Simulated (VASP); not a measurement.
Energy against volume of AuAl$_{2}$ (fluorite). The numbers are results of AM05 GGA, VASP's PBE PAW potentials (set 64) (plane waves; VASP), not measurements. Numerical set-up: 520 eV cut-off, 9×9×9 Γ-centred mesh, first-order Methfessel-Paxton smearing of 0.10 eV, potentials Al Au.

```json
[
 {"V (Å³/atom)": "17.391", "E (eV/atom)": "-4.27820"},
 {"V (Å³/atom)": "17.929", "E (eV/atom)": "-4.28517"},
 {"V (Å³/atom)": "18.467", "E (eV/atom)": "-4.28032"},
 {"V (Å³/atom)": "19.005", "E (eV/atom)": "-4.26555"}
]
```

Question: Fit these four points and predict the energy of the run at 16.853 Å³/atom.

Answer: A cubic in V^(−2/3), the third-order Birch-Murnaghan form, passes through the four points with V0 = 17.96 Å³/atom and B0 = 116 GPa, and gives -4.2571 eV/atom there. The run gave -4.2572 eV/atom, -0.1 meV/atom from the fit; all five points give B0 = 116 GPa.

The compound is AuAl2 in the fluorite structure. It was relaxed first.
